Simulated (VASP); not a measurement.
Input for VASP

File KPOINTS:
```
Automatic mesh
0
gamma
5 5 5
```

**INCAR**
```
AGGAC = 0.0
ALGO = Normal
EDIFF = 1E-6
EDIFFG = -0.02
ENCUT = 520
GGA = BO
IBRION = 2
ISIF = 3
ISMEAR = 0
LASPH = .TRUE.
LCHARG = .FALSE.
LMAXMIX = 6
LREAL = .FALSE.
LUSE_VDW = .TRUE.
LWAVE = .FALSE.
NELM = 100
NSW = 60
PARAM1 = 0.1833333333
PARAM2 = 0.22
PREC = Accurate
SIGMA = 0.05
SYSTEM = BaHfO3
```

POSCAR:
```
BaHfO3
1
    4.1548964236    -0.0000000000     0.0000000000
   -0.0000000000     4.1548964236    -0.0000000000
   -0.0000000000    -0.0000000000     4.1548964236
Ba Hf O
1 1 3
Direct
  0.0000000000   0.0000000000   0.0000000000
  0.5000000000   0.5000000000   0.5000000000
  0.5000000000   0.0000000000   0.5000000000
  0.0000000000   0.5000000000   0.5000000000
  0.5000000000   0.5000000000   0.0000000000
```

POTCAR, in this order: Ba_sv Hf_pv O (PBE.64 set). Program: vasp_std.

Question: Write an equivalent input for Quantum ESPRESSO's pw.x.

Answer: One equivalent input (not run):
```
&CONTROL
  calculation = 'vc-relax'
  pseudo_dir = './pseudo'
  outdir = './out'
  tprnfor = .true.
  tstress = .true.
  nstep = 60
  forc_conv_thr = 0.00078
/
&SYSTEM
  ibrav = 0
  nat = 5
  ntyp = 3
  ecutwfc = 84
  occupations = 'smearing'
  smearing = 'gaussian'
  degauss = 0.003675
  input_dft = 'vdw-df-obk8'
/
&ELECTRONS
  conv_thr = 7.3e-08
  electron_maxstep = 100
/
&IONS
/
&CELL
/
ATOMIC_SPECIES
  Ba 137.327 Ba.upf
  Hf 178.490 Hf.upf
  O 15.999 O.upf
CELL_PARAMETERS angstrom
     4.1548964   -0.0000000    0.0000000
    -0.0000000    4.1548964   -0.0000000
    -0.0000000   -0.0000000    4.1548964
ATOMIC_POSITIONS crystal
  Ba   0.0000000  0.0000000  0.0000000
  Hf   0.5000000  0.5000000  0.5000000
  O    0.5000000  0.0000000  0.5000000
  O    0.0000000  0.5000000  0.5000000
  O    0.5000000  0.5000000  0.0000000
K_POINTS automatic
  5 5 5 0 0 0
```
Limits of the translation: the potentials are each code's own (VASP's PAW set, PseudoDojo norm-conserving files in pw.x), so ENCUT and ecutwfc are chosen apart and not converted; conv_thr bounds pw.x's estimated SCF error, while EDIFF bounds the energy change between steps; forc_conv_thr acts on force components and is met together with etot_conv_thr.

The compound is BaHfO3 in the cubic perovskite structure. This run relaxes it. Symmetry was kept, so distortions that lower it aren't found. The start is the result of an earlier pass.
